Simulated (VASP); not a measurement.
Output of a VASP run:

OSZICAR:
```
       N       E                     dE             d eps       ncg     rms          rms(c)
DAV:   1     0.213700593319E+02    0.21370E+02   -0.47026E+03  7228   0.140E+03
DAV:   2    -0.609937350199E+01   -0.27469E+02   -0.26465E+02  7106   0.163E+02
DAV:   3    -0.647533110240E+01   -0.37596E+00   -0.37561E+00  8228   0.256E+01
DAV:   4    -0.647876740755E+01   -0.34363E-02   -0.34359E-02  8052   0.210E+00
DAV:   5    -0.647885135656E+01   -0.83949E-04   -0.83947E-04  8079   0.278E-01    0.104E+01
DAV:   6    -0.575273549235E+01    0.72612E+00   -0.15660E+01  7366   0.652E+01    0.558E+00
DAV:   7    -0.547756781962E+01    0.27517E+00   -0.24061E+00  7409   0.242E+01    0.209E+00
DAV:   8    -0.546007684567E+01    0.17491E-01   -0.23833E-02  9894   0.185E+00    0.968E-01
DAV:   9    -0.545792397631E+01    0.21529E-02   -0.15004E-03 10400   0.385E-01    0.255E-01
DAV:  10    -0.545746009066E+01    0.46389E-03   -0.53431E-04  9049   0.189E-01    0.346E-02
DAV:  11    -0.545746497581E+01   -0.48852E-05   -0.14764E-05  9046   0.480E-02    0.315E-02
DAV:  12    -0.545746589742E+01   -0.92161E-06   -0.11277E-06  3985   0.127E-02
   1 F= -.41598943E+01 E0= -.41600227E+01  d E =-.415989E+01  mag=     0.6115
       N       E                     dE             d eps       ncg     rms          rms(c)
DAV:   1    -0.681921681831E+01   -0.13618E+01   -0.24436E+01  7336   0.829E+01    0.107E+01
DAV:   2    -0.563648373795E+01    0.11827E+01   -0.17716E+01  7328   0.715E+01    0.420E+00
DAV:   3    -0.535462814959E+01    0.28186E+00   -0.20929E+00  7313   0.238E+01    0.166E+00
DAV:   4    -0.532664058943E+01    0.27988E-01   -0.19601E-02  8566   0.125E+00    0.851E-01
DAV:   5    -0.531955797554E+01    0.70826E-02   -0.99888E-03  9391   0.848E-01    0.337E-01
DAV:   6    -0.531972067891E+01   -0.16270E-03   -0.60643E-04  8047   0.329E-01    0.121E-01
DAV:   7    -0.531972050923E+01    0.16968E-06   -0.19538E-05  8457   0.672E-02    0.534E-02
DAV:   8    -0.531971167191E+01    0.88373E-05   -0.44263E-06  6364   0.299E-02    0.508E-03
DAV:   9    -0.531971159750E+01    0.74413E-07   -0.15508E-07  3565   0.436E-03
   2 F= -.41403044E+01 E0= -.41404911E+01  d E =0.195899E-01  mag=     0.6023
       N       E                     dE             d eps       ncg     rms          rms(c)
DAV:   1    -0.600171800844E+01   -0.68201E+00   -0.97247E+00  7280   0.565E+01    0.639E+00
DAV:   2    -0.558113383073E+01    0.42058E+00   -0.80932E+00  7365   0.423E+01    0.306E+00
DAV:   3    -0.543568815927E+01    0.14545E+00   -0.10589E+00  7318   0.173E+01    0.117E+00
DAV:   4    -0.542440721487E+01    0.11281E-01   -0.77273E-03  8035   0.895E-01    0.612E-01
DAV:   5    -0.542271477553E+01    0.16924E-02   -0.41083E-03  9469   0.542E-01    0.127E-01
DAV:   6    -0.542272613646E+01   -0.11361E-04   -0.82877E-05  8234   0.118E-01    0.681E-02
DAV:   7    -0.542275337754E+01   -0.27241E-04   -0.92986E-06  7683   0.483E-02    0.261E-02
DAV:   8    -0.542275484415E+01   -0.14666E-05   -0.19019E-06  4817   0.189E-02    0.460E-03
DAV:   9    -0.542275479554E+01    0.48607E-07   -0.11224E-07  3546   0.441E-03
   3 F= -.41722904E+01 E0= -.41724368E+01  d E =-.123961E-01  mag=     0.6074
```

### OUTCAR
```
------------------------ aborting loop because EDIFF is reached ----------------------------------------
  FORCE on cell =-STRESS in cart. coord.  units (eV):
  Direction    XX          YY          ZZ          XY          YZ          ZX
  --------------------------------------------------------------------------------------
  Total        1.2426639      1.2426639      1.2426639      0.0000000      0.0000000      0.0000000
  in kB      198.7523782    198.7523782    198.7523782      0.0000000      0.0000000      0.0000000
  external PRESSURE =      -1.2476218 kB  Pullay stress =     200.0000000 kB
  volume of cell :       10.02
      direct lattice vectors                 reciprocal lattice vectors
    -0.000000000  1.710963094  1.710963094    -0.292233071  0.292233071  0.292233071
     1.710963094  0.000000000  1.710963094     0.292233071 -0.292233071  0.292233071
     1.710963094  1.710963094  0.000000000     0.292233071  0.292233071 -0.292233071
 POSITION                                       TOTAL-FORCE (eV/Angst)
 -----------------------------------------------------------------------------------
      0.00000      0.00000      0.00000        -0.000000     -0.000000     -0.000000
 -----------------------------------------------------------------------------------
    total drift:                                0.000000     -0.000000     -0.000000
  FREE ENERGIE OF THE ION-ELECTRON SYSTEM (eV)
  ---------------------------------------------------
  free  energy   TOTEN  =        -5.4227547955 eV

  energy  without entropy=       -5.4231941410  energy(sigma->0) =       -5.42290124
  enthalpy is  TOTEN    =        -4.1722903884 eV   P V=        1.2504644072

 total charge

# of ion       s       p       d       tot
------------------------------------------
    1        0.535   0.576   8.358   9.470

 magnetization (x)

# of ion       s       p       d       tot
------------------------------------------
    1       -0.006  -0.025   0.643   0.611

 reached required accuracy - stopping structural energy minimisation
```
(Selected blocks of OUTCAR.)

POSCAR:
```
Ni
1
    0.0000000000     1.7321837887     1.7321837887
    1.7321837887     0.0000000000     1.7321837887
    1.7321837887     1.7321837887     0.0000000000
Ni
1
Direct
  0.0000000000   0.0000000000   0.0000000000
```

Q: Reconstruct the remaining input files.

A: One answer among several that fit: the input of the run itself, PBE GGA, plane waves, VASP's PBE PAW potentials (set 64).

INCAR:
```
SYSTEM = Ni
PREC = Accurate
ENCUT = 500
EDIFF = 1E-6
NELM = 100
ALGO = Normal
LREAL = .FALSE.
LASPH = .TRUE.
ISMEAR = 1
SIGMA = 0.1
GGA = PE
LMAXMIX = 4
ISPIN = 2
MAGMOM = 0.6
LORBIT = 10
LWAVE = .FALSE.
LCHARG = .FALSE.
IBRION = 2
ISIF = 3
NSW = 40
EDIFFG = -0.02
PSTRESS = 200
```

**KPOINTS**
```
Automatic mesh
0
Gamma
18 18 18
0 0 0
```

POTCAR, in this order: Ni (PBE.64 set). Program: vasp_std.

Energy and stress use the plane-wave basis of the starting cell.

The compound is Ni in the fcc structure. This run relaxes it under an external pressure of 20 GPa. Symmetry was kept, so distortions that lower it aren't found.
